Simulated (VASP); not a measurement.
Calculation: optB88-vdW, VASP's PBE PAW potentials (set 64) (plane waves; VASP 6.6.1).

Input for VASP

INCAR:
```
SYSTEM = Tm
PREC = Accurate
ENCUT = 520
EDIFF = 1E-6
NELM = 100
ALGO = Normal
LREAL = .FALSE.
LASPH = .TRUE.
ISMEAR = 1
SIGMA = 0.1
GGA = BO
PARAM1 = 0.1833333333
PARAM2 = 0.22
LUSE_VDW = .TRUE.
AGGAC = 0.0
LMAXMIX = 6
LWAVE = .FALSE.
LCHARG = .FALSE.
IBRION = 2
ISIF = 3
NSW = 60
EDIFFG = -0.01
```

### POSCAR
```
Tm
1
    1.7700000000    -3.0657300000     0.0000000000
    1.7700000000     3.0657300000     0.0000000000
    0.0000000000     0.0000000000     5.5500000000
Tm
2
Direct
  0.3333330000   0.6666670000   0.2500000000
  0.6666670000   0.3333330000   0.7500000000
```

File KPOINTS:
```
Regular mesh
0
G
11 11 6
```

POTCAR, in this order: Tm_3 (PBE.64 set). Program: vasp_std.

Output of the run:

File OUTCAR:
```
 ion  position               nearest neighbor table
   1  0.333  0.667  0.250-   2 3.45   2 3.45   2 3.45   2 3.45   2 3.45   2 3.45
   2  0.667  0.333  0.750-   1 3.45   1 3.45   1 3.45   1 3.45   1 3.45   1 3.45
  LATTYP: Found a hexagonal cell.
 ALAT       =     3.5400000611
 C/A-ratio  =     1.5677965831
 Subroutine PRICEL returns:
 Original cell was already a primitive cell.
 Subroutine GETGRP returns: Found 24 space group operations
The static configuration has the point symmetry D_3d.
 The point group associated with its full space group is D_6h.
The dynamic configuration has the point symmetry D_3d.
 Subroutine INISYM returns: Found 24 space group operations
 Subroutine IBZKPT returns following result:
 Found     64 irreducible k-points:

 Following reciprocal coordinates:
            Coordinates               Weight
  0.000000  0.000000  0.000000      1.000000
  0.090909  0.000000  0.000000      6.000000
  0.181818  0.000000  0.000000      6.000000
  0.272727  0.000000  0.000000      6.000000
  0.363636  0.000000  0.000000      6.000000
  0.454545  0.000000  0.000000      6.000000
  0.090909  0.090909  0.000000      6.000000
...
```

File OSZICAR:
```
       N       E                     dE             d eps       ncg     rms          rms(c)
DAV:   1     0.728567964831E+02    0.72857E+02   -0.84740E+03  1664   0.131E+03
DAV:   2     0.112045703917E+01   -0.71736E+02   -0.70600E+02  1692   0.409E+02
DAV:   3    -0.343400119769E+01   -0.45545E+01   -0.42890E+01  2707   0.632E+01
DAV:   4    -0.355578015592E+01   -0.12178E+00   -0.11781E+00  2644   0.847E+00
DAV:   5    -0.355740355231E+01   -0.16234E-02   -0.16231E-02  2418   0.870E-01    0.231E+01
DAV:   6    -0.357723744751E+01   -0.19834E-01   -0.24533E-02  2665   0.177E+00    0.138E+01
DAV:   7    -0.359836247864E+01   -0.21125E-01   -0.51171E-02  2518   0.255E+00    0.351E-01
DAV:   8    -0.359876616330E+01   -0.40368E-03   -0.31033E-03  2180   0.483E-01    0.859E-02
DAV:   9    -0.359887174288E+01   -0.10558E-03   -0.22389E-04  2044   0.145E-01    0.273E-02
DAV:  10    -0.359888714638E+01   -0.15403E-04   -0.48742E-05  2351   0.622E-02    0.402E-02
DAV:  11    -0.359888791216E+01   -0.76577E-06   -0.52886E-06  1989   0.209E-02
   1 F= -.35988879E+01 E0= -.35997763E+01  d E =-.359889E+01
       N       E                     dE             d eps       ncg     rms          rms(c)
DAV:   1    -0.366813279040E+01   -0.69246E-01   -0.13863E+00  1744   0.140E+01    0.165E+00
DAV:   2    -0.362692973706E+01    0.41203E-01   -0.11490E-01  2009   0.406E+00    0.729E-01
DAV:   3    -0.360590114776E+01    0.21029E-01   -0.40456E-02  2472   0.221E+00    0.263E-01
DAV:   4    -0.360572218461E+01    0.17896E-03   -0.27393E-03  2407   0.535E-01    0.191E-01
DAV:   5    -0.360582735741E+01   -0.10517E-03   -0.38426E-04  2250   0.191E-01    0.137E-02
DAV:   6    -0.360582215456E+01    0.52029E-05   -0.22221E-05  2633   0.430E-02    0.678E-03
DAV:   7    -0.360581936527E+01    0.27893E-05   -0.16745E-06  1165   0.124E-02    0.791E-04
DAV:   8    -0.360581928528E+01    0.79991E-07   -0.25399E-07   982   0.753E-03
   2 F= -.36058193E+01 E0= -.36068950E+01  d E =-.693137E-02
       N       E                     dE             d eps       ncg     rms          rms(c)
DAV:   1    -0.360676009457E+01   -0.94073E-03   -0.18061E-02  1752   0.159E+00    0.191E-01
DAV:   2    -0.360622357378E+01    0.53652E-03   -0.15201E-03  2004   0.482E-01    0.836E-02
DAV:   3    -0.360594809401E+01    0.27548E-03   -0.52499E-04  2472   0.251E-01    0.290E-02
DAV:   4    -0.360594482254E+01    0.32715E-05   -0.36535E-05  2450   0.624E-02    0.212E-02
DAV:   5    -0.360594513774E+01   -0.31520E-06   -0.50125E-06  2099   0.216E-02
   3 F= -.36059451E+01 E0= -.36069826E+01  d E =-.705723E-02
       N       E                     dE             d eps       ncg     rms          rms(c)
DAV:   1    -0.360596304794E+01   -0.18225E-04   -0.42280E-04  1728   0.244E-01    0.296E-02
DAV:   2    -0.360595001873E+01    0.13029E-04   -0.36565E-05  2014   0.754E-02    0.130E-02
DAV:   3    -0.360594346482E+01    0.65539E-05   -0.12867E-05  2471   0.392E-02    0.457E-03
DAV:   4    -0.360594332229E+01    0.14253E-06   -0.67358E-07   842   0.989E-03
   4 F= -.36059433E+01 E0= -.36069751E+01  d E =-.705541E-02
       N       E                     dE             d eps       ncg     rms          rms(c)
DAV:   1    -0.360798444917E+01   -0.20410E-02   -0.64421E-02  1846   0.205E+00    0.210E-01
DAV:   2    -0.360708952959E+01    0.89492E-03   -0.24175E-03  2520   0.686E-01    0.115E-01
DAV:   3    -0.360659014003E+01    0.49939E-03   -0.56567E-04  2704   0.236E-01    0.479E-02
DAV:   4    -0.360659007915E+01    0.60883E-07   -0.85120E-05  2350   0.750E-02    0.245E-02
DAV:   5    -0.360658980533E+01    0.27382E-06   -0.40333E-06  1536   0.214E-02
   5 F= -.36065898E+01 E0= -.36076725E+01  d E =-.646483E-03
       N       E                     dE             d eps       ncg     rms          rms(c)
DAV:   1    -0.360716654411E+01   -0.57646E-03   -0.22540E-02  1833   0.121E+00    0.125E-01
DAV:   2    -0.360685528095E+01    0.31126E-03   -0.84610E-04  2548   0.406E-01    0.673E-02
DAV:   3    -0.360668076033E+01    0.17452E-03   -0.19854E-04  2696   0.139E-01    0.266E-02
DAV:   4    -0.360668065918E+01    0.10115E-06   -0.29907E-05  2343   0.444E-02    0.138E-02
DAV:   5    -0.360668042743E+01    0.23175E-06   -0.10943E-06   982   0.124E-02
   6 F= -.36066804E+01 E0= -.36077823E+01  d E =-.737105E-03
```

**OUTCAR**
```
------------------------ aborting loop because EDIFF is reached ----------------------------------------
  FORCE on cell =-STRESS in cart. coord.  units (eV):
  Direction    XX          YY          ZZ          XY          YZ          ZX
  --------------------------------------------------------------------------------------
  Total       -0.0069964     -0.0069964      0.0001868      0.0000000     -0.0000000      0.0000000
  in kB       -0.1909726     -0.1909726      0.0050987      0.0000000     -0.0000000      0.0000000
  external PRESSURE =      -0.1256155 kB  Pullay stress =       0.0000000 kB
  volume of cell :       58.70
      direct lattice vectors                 reciprocal lattice vectors
     1.764721741 -3.056587786 -0.000000000     0.283330787 -0.163581103  0.000000000
     1.764721741  3.056587786 -0.000000000     0.283330787  0.163581103  0.000000000
    -0.000000000 -0.000000000  5.440907460     0.000000000  0.000000000  0.183792870
 POSITION                                       TOTAL-FORCE (eV/Angst)
 -----------------------------------------------------------------------------------
      1.76472      1.01886      1.36023        -0.000000     -0.000000      0.000000
      1.76472     -1.01886      4.08068         0.000000      0.000000      0.000000
 -----------------------------------------------------------------------------------
    total drift:                               -0.000001      0.000070     -0.000012
  FREE ENERGIE OF THE ION-ELECTRON SYSTEM (eV)
  ---------------------------------------------------
  free  energy   TOTEN  =        -3.6066804274 eV

  energy  without entropy=       -3.6099861483  energy(sigma->0) =       -3.60778233

 reached required accuracy - stopping structural energy minimisation
```
(Selected blocks of OUTCAR.)

**CONTCAR**
```
Tm
   1.00000000000000
     1.7647217406822648   -3.0565877860431492   -0.0000000000000000
     1.7647217406822648    3.0565877860431492   -0.0000000000000000
    -0.0000000000000000   -0.0000000000000000    5.4409074602349916
  Tm
     2
Direct
     0.3333330000000032    0.6666669999999968    0.2500000000000000
     0.6666669999999968    0.3333330000000032    0.7500000000000000
```

The 4f electrons are frozen in the core of the lanthanide potential, so 4f levels, which can set the real gap, and their magnetism are missing. Energy and stress use the plane-wave basis of the starting cell.

The compound is Tm in the hcp structure. This run relaxes it. Symmetry was kept, so distortions that lower it aren't found.
